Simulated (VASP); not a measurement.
Consider the following.

```xyz
2
Lattice="0.0000 3.2018 3.2018 3.2018 0.0000 3.2018 3.2018 3.2018 0.0000" Properties=species:S:1:pos:R:3 pbc="T T T"
Ba     0.0000     0.0000     0.0000
S      3.2018     3.2018     3.2018
```

Method: rev-vdW-DF2, VASP's PBE PAW potentials (set 64) (plane waves; VASP). Settings: 520 eV cut-off, Gaussian smearing of 0.050 eV, potentials Ba_sv S.

Unless said otherwise, spin-orbit coupling is left out, though it shifts the bands of the heavy elements here.

Give the energies of bands 6 to 11 at the high-symmetry points, in eV from the valence-band maximum.

```
band     Γ      X      U      L      W
----  ----  -----  -----  -----  -----
6     0.00  -0.54  -0.95  -1.95  -1.11
7     0.00  -0.14  -0.60  -1.07  -0.51
8     0.00  -0.14  -0.56  -1.07  -0.51
9     3.46   2.04   3.22   5.46   4.21
10    3.81   5.94   5.88   5.57   4.21
11    3.81   5.95   6.55   6.24   6.26
```

The gap is indirect, 2.04 eV, from the valence maximum at Γ to the conduction minimum at X.

The compound is BaS in the rock salt structure. It was relaxed first.
